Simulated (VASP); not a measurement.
Here is the system:

```
SnSi62
1.0
   10.93707     0.00000     0.00000
    0.00000    10.93707     0.00000
    0.00000     0.00000    10.93707
Si Sn
62 1
Direct
  0.50000   0.00000   0.00000
  0.62500   0.12500   0.12500
  0.75000   0.25000   0.00000
  0.87500   0.37500   0.12500
  0.75000   0.00000   0.25000
  0.87500   0.12500   0.37500
  0.00000   0.00000   0.00000
  0.12500   0.12500   0.12500
  0.25000   0.25000   0.00000
  0.37500   0.37500   0.12500
  0.50000   0.50000   0.00000
  0.62500   0.62500   0.12500
  0.75000   0.75000   0.00000
  0.87500   0.87500   0.12500
  0.25000   0.00000   0.25000
  0.37500   0.12500   0.37500
  0.50383   0.24897   0.24811
  0.75108   0.49970   0.24775
  0.87500   0.62500   0.37500
  0.50000   0.00000   0.50000
  0.62500   0.12500   0.62500
  0.75037   0.25422   0.50077
  0.87500   0.37500   0.62500
  0.75000   0.00000   0.75000
  0.87500   0.12500   0.87500
  0.00000   0.50000   0.00000
  0.12500   0.62500   0.12500
  0.25000   0.75000   0.00000
  0.37500   0.87500   0.12500
  0.00000   0.25000   0.25000
  0.12500   0.37500   0.37500
  0.25000   0.50000   0.25000
  0.37500   0.62500   0.37500
  0.50000   0.75000   0.25000
  0.62500   0.87500   0.37500
  0.00000   0.00000   0.50000
  0.12500   0.12500   0.62500
  0.25000   0.25000   0.50000
  0.37500   0.37500   0.62500
  0.62500   0.62500   0.62500
  0.75000   0.75000   0.50000
  0.87500   0.87500   0.62500
  0.25000   0.00000   0.75000
  0.37500   0.12500   0.87500
  0.50000   0.25000   0.75000
  0.62500   0.37500   0.87500
  0.75000   0.50000   0.75000
  0.87500   0.62500   0.87500
  0.00000   0.75000   0.25000
  0.12500   0.87500   0.37500
  0.00000   0.50000   0.50000
  0.12500   0.62500   0.62500
  0.25000   0.75000   0.50000
  0.37500   0.87500   0.62500
  0.00000   0.25000   0.75000
  0.12500   0.37500   0.87500
  0.25000   0.50000   0.75000
  0.37500   0.62500   0.87500
  0.50000   0.75000   0.75000
  0.62500   0.87500   0.87500
  0.00000   0.75000   0.75000
  0.12500   0.87500   0.87500
  0.50302   0.49701   0.50372
```
Cell charge -1.

Calculation: PBE GGA, VASP's PBE PAW potentials (set 64) (plane waves; VASP 6.6.1). Numerical set-up: PREC = Normal, LREAL = Auto, ISYM = 0, NELECT = 253.0, EDIFF = 1E-5, 400 eV cut-off, 1×1×1 Γ-centred mesh, Gaussian smearing of 0.050 eV, potentials Si Sn. Starting moments (MAGMOM): 63*0.0159. The cell's moment is fixed (NUPDOWN = 1).

The cell is charged, with a uniform compensating background. The supercell is sampled at Γ alone, which is coarse: total energies, pressure and levels can be off, energies of defects by several tenths of an eV.

Task: The ions are relaxed. Which structure does the run end with?

Result: 
```
SnSi62
1.0
   10.93707     0.00000     0.00000
    0.00000    10.93707     0.00000
    0.00000     0.00000    10.93707
Si Sn
62 1
Direct
  0.49916   0.00244   0.00241
  0.62029   0.13271   0.13268
  0.74688   0.25334   0.00469
  0.86752   0.38000   0.13255
  0.74686   0.00470   0.25337
  0.86760   0.13252   0.38003
  0.99913   0.00090   0.00091
  0.12074   0.12704   0.12695
  0.24680   0.24994   0.00002
  0.37136   0.37587   0.12345
  0.49963   0.50042   0.00071
  0.62409   0.62879   0.12342
  0.75006   0.75328   0.99996
  0.87300   0.87929   0.12691
  0.24683   0.00005   0.24977
  0.37141   0.12334   0.37586
  0.49093   0.25989   0.25988
  0.74025   0.50927   0.25981
  0.87682   0.62875   0.37583
  0.49971   0.00064   0.50048
  0.62428   0.12335   0.62881
  0.74049   0.25965   0.50930
  0.87685   0.37589   0.62884
  0.75023   0.99993   0.75335
  0.87313   0.12699   0.87935
  0.99785   0.50107   0.00230
  0.12303   0.62717   0.12391
  0.25041   0.74983   0.99801
  0.37297   0.87726   0.12387
  0.99541   0.25330   0.25333
  0.12458   0.37580   0.37591
  0.24691   0.50127   0.24814
  0.38275   0.61735   0.36810
  0.49873   0.75326   0.24812
  0.62428   0.87555   0.37590
  0.99793   0.00224   0.50106
  0.12298   0.12387   0.62729
  0.24683   0.24796   0.50129
  0.38277   0.36795   0.61723
  0.63204   0.61743   0.61730
  0.75210   0.75326   0.50131
  0.87622   0.87718   0.62719
  0.25036   0.99795   0.74992
  0.37289   0.12388   0.87728
  0.49879   0.24802   0.75328
  0.62420   0.37581   0.87563
  0.75200   0.50129   0.75327
  0.87621   0.62723   0.87724
  0.00010   0.75328   0.24974
  0.12536   0.87477   0.37587
  0.99953   0.50046   0.50048
  0.12749   0.62364   0.62351
  0.25548   0.74467   0.49724
  0.37651   0.87268   0.62348
  0.00021   0.24986   0.75338
  0.12539   0.37613   0.87473
  0.25556   0.49738   0.74447
  0.37660   0.62350   0.87261
  0.50268   0.74465   0.74453
  0.62392   0.87479   0.87475
  0.00214   0.74984   0.74987
  0.12474   0.87542   0.87551
  0.56125   0.43889   0.43897
```
Cell charge -1. The cell ends with 1.00 μB, on the first 30 sites 0.01 0.00 0.00 0.00 0.00 0.00 0.00 0.00 0.01 0.01 0.00 0.01 0.01 0.00 0.01 0.01 0.04 0.04 0.01 0.00 0.01 0.04 0.01 0.01 0.00 0.01 0.01 0.00 0.01 0.00 μB.

Task: How much energy does the relaxation gain?

Result: The energy (σ→0) changes by -21.4 meV/atom, in 33 ionic steps.

The cell is a supercell with a defect, built from Si (diamond): Sn_Si-vac_Si, charge -1.
